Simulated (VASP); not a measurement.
Here is the system:

```xyz
2
Lattice="0.0000 2.3938 2.3938 2.3938 0.0000 2.3938 2.3938 2.3938 0.0000" Properties=species:S:1:pos:R:3 pbc="T T T"
Na     0.0000     0.0000     0.0000
H      2.3938     2.3938     2.3938
```

Level of theory: PBEsol GGA, VASP's PBE PAW potentials (set 64) (plane waves; VASP 6.6.1). Settings: PREC = Normal, EDIFF = 1E-5, 400 eV cut-off, 11×11×11 Γ-centred mesh, Gaussian smearing of 0.050 eV, potentials Na_pv H.

### Question
What does the run give for the energy per atom (σ→0)?

### Answer

The energy per atom (σ→0) is -2.542 eV/atom.

The compound is NaH in the rock salt structure. It was relaxed first, which changed the volume by -6 %.
